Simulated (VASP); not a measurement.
Energy against volume of SiC (zinc blende). Method: optB86b-vdW, VASP's PBE PAW potentials (set 64) (plane waves; VASP 6.6.1). Settings: 520 eV cut-off, 10×10×10 Γ-centred mesh, Gaussian smearing of 0.050 eV, potentials Si C.

```json
[
 {"V (Å³/atom)": "10.145", "E (eV/atom)": "-6.48393"},
 {"V (Å³/atom)": "10.459", "E (eV/atom)": "-6.49065"},
 {"V (Å³/atom)": "10.773", "E (eV/atom)": "-6.48472"},
 {"V (Å³/atom)": "11.087", "E (eV/atom)": "-6.46788"}
]
```

Fit these four points and predict the energy of the run at 9.832 Å³/atom.

A cubic in V^(−2/3), the third-order Birch-Murnaghan form, passes through the four points with V0 = 10.46 Å³/atom and B0 = 214 GPa, and gives -6.4626 eV/atom there. The run gave -6.4626 eV/atom, +0.0 meV/atom from the fit; all five points give B0 = 215 GPa.

The compound is SiC in the zinc blende structure. It was relaxed first.
